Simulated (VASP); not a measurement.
## GaHg2: single point with PBE

GaHg2:

```
Ga Hg
1.0
     5.37009    0.00000    0.00000
    -2.68504    4.65063    0.00000
     0.00000    0.00000    2.94172
Ga Hg
1 2
Cartesian
  0.0000 0.0000 0.0000
  0.0000 3.1004 1.4709
  2.6850 1.5502 1.4709
```

The cell was built by a generator and needn't be a form met in nature.

| Property | Result |
| --- | --- |
| Program | VASP 6.6.1 |
| Task | single point |
| Functional | PBE |
| Potentials or basis | VASP PAW PBE potentials, release 64 (Ga_d, Hg) |
| Cutoff | 520 eV |
| k mesh | 12 × 12 × 14 |
| Occupations | gaussian, width 0.1 eV |
| Spin | no spin polarisation |

```json
{
 "Pressure": "0.3 GPa",
 "Band gap on the k mesh": "none (metal or under the smearing width)"
}
```

Stress tensor (GPa, compression positive):
```
0.27 0.00 0.00
0.00 0.27 0.00
0.00 0.00 0.43
```

Levels at points of the mesh, in eV from the Fermi level:
| k point | band 14 | band 15 | band 16 | band 17 | band 18 | band 19 | band 20 | band 21 | band 22 | band 23 |
| --- | --- | --- | --- | --- | --- | --- | --- | --- | --- | --- |
| (0.00, 0.00, 0.00) | -6.42 | -6.11 | -6.11 | -3.61 | -1.41 | 0.18 | 0.18 | 0.59 | 0.59 | 8.23 |
| (0.50, 0.00, 0.00) | -6.36 | -6.19 | -6.08 | -5.79 | -3.11 | -2.23 | 3.62 | 4.40 | 5.95 | 6.21 |
| (0.00, 0.00, 0.50) | -6.64 | -5.49 | -4.34 | -3.02 | 1.15 | 1.42 | 2.91 | 3.25 | 3.25 | 3.37 |
| (0.50, 0.00, 0.50) | -5.90 | -5.88 | -2.99 | -2.24 | -1.50 | -0.92 | 1.17 | 1.65 | 2.47 | 3.29 |

It took 3.5 min on 1 thread of Intel(R) Xeon(R) Platinum 8488C (Sapphire Rapids), on a shared host, peak memory 0.38 GiB.

Spin-orbit coupling is left out, which matters for the levels of Hg.
